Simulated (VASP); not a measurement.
Given:

```
CELL_PARAMETERS angstrom
      0.00000     3.12153     3.12153
      3.12153     0.00000     3.12153
      3.12153     3.12153     0.00000
ATOMIC_POSITIONS crystal
  Cd 0.00000 0.00000 0.00000
  Se 0.25000 0.25000 0.25000
```

Computed with SCAN meta-GGA, VASP's PBE PAW potentials (set 64) (plane waves; VASP). Numerical set-up: 520 eV cut-off, 8×8×8 Γ-centred mesh, Gaussian smearing of 0.050 eV, potentials Cd Se.

**Question.** Give the stress tensor in GPa (positive for a compressed cell).

**Answer.** 
```
-2.70   0.00   0.00
 0.00  -2.70   0.00
 0.00   0.00  -2.70
```
The pressure is its mean diagonal, -2.70 GPa.

The compound is CdSe in the zinc blende structure, whereas wurtzite is the usual form. This cell is one point of a volume scan, at 1.06 of the reference volume.
